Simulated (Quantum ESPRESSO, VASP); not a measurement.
VASP ran on this input.

### KPOINTS
```
kpoints
0
G
 5 5 4
0 0 0
```

INCAR:
```
ALGO = Normal
EDIFF = 1E-6
ENCUT = 300
GGA = PS
ISIF = 2
ISMEAR = 0
LASPH = .TRUE.
LCHARG = .FALSE.
LMAXMIX = 4
LREAL = .FALSE.
LWAVE = .FALSE.
NELM = 100
PREC = Accurate
SIGMA = 0.2
SYSTEM = TiS
```

**POSCAR**
```
TiS
1
    3.2671700000     0.0000000000     0.0000000000
   -1.6335850000     2.8294520000     0.0000000000
    0.0000000000     0.0000000000     3.2170600000
Ti S
1 1
Direct
  0.6666670000   0.3333330000   0.0000000000
  0.0000000000   0.0000000000   0.5000000000
```

POTCAR, in this order: Ti_sv S (PBE.64 set). Program: vasp_std.

Problem. Write an input for Quantum ESPRESSO that does the same calculation.

Solution. One input that does it (PBEsol, GBRV 1.5 ultrasoft (PBESOL) pseudopotentials):
```
&control
   calculation = 'scf'
   prefix = 'scf'
   outdir = './tmp'
   pseudo_dir = './'
   tprnfor = .true.
   tstress = .true.
/
&system
   ibrav = 0
   nat = 2
   ntyp = 2
   ecutwfc = 50
   ecutrho = 400
   occupations = 'smearing'
   smearing = 'gauss'
   degauss = 0.0147
/
&electrons
   conv_thr = 1.0d-9
   mixing_beta = 0.7
/
ATOMIC_SPECIES
Ti    47.8670  ti_pbesol_v1.4.uspp.F.UPF
S     32.0600  s_pbesol_v1.4.uspp.F.UPF
CELL_PARAMETERS angstrom
   3.26716987     0.00000000     0.00000000
  -1.63358494     2.82945211     0.00000000
   0.00000000     0.00000000     3.21706000
ATOMIC_POSITIONS alat
Ti    0.50000000    0.28867514    0.00000000
S     0.00000000    0.00000000    0.49233130
K_POINTS automatic
5 5 4  0 0 0
```
The two runs describe the same crystal, functional and task. Each code takes its own potentials, basis and convergence tests.

The structure comes from a computed database's TiS entry (P-6m2); how it stands against other phases isn't given here. The cell was not relaxed at this level, and it may have been scaled.
